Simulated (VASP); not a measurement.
Data:

```
PbTe
1.0
    0.00000     3.28386     3.28386
    3.28386     0.00000     3.28386
    3.28386     3.28386     0.00000
Te Pb
1 1
Direct
  0.50000   0.50000   0.50000
  0.00000   0.00000   0.00000
```

Calculation: optB86b-vdW, VASP's PBE PAW potentials (set 64) (plane waves; VASP 6.6.1). Numerical set-up: 520 eV cut-off, 7×7×7 Γ-centred mesh, Gaussian smearing of 0.050 eV, potentials Te Pb_d.

### Question
Predict the energy per atom (σ→0), pressure.

### Answer

```json
{
  "energy per atom (σ→0)": "-1.287 eV/atom",
  "pressure": "-1.18 GPa"
}
```

The absolute energy has meaning only against runs of the same code, potentials and settings.

The compound is PbTe in the rock salt structure. This cell is one point of a volume scan, at 1.03 of the reference volume.
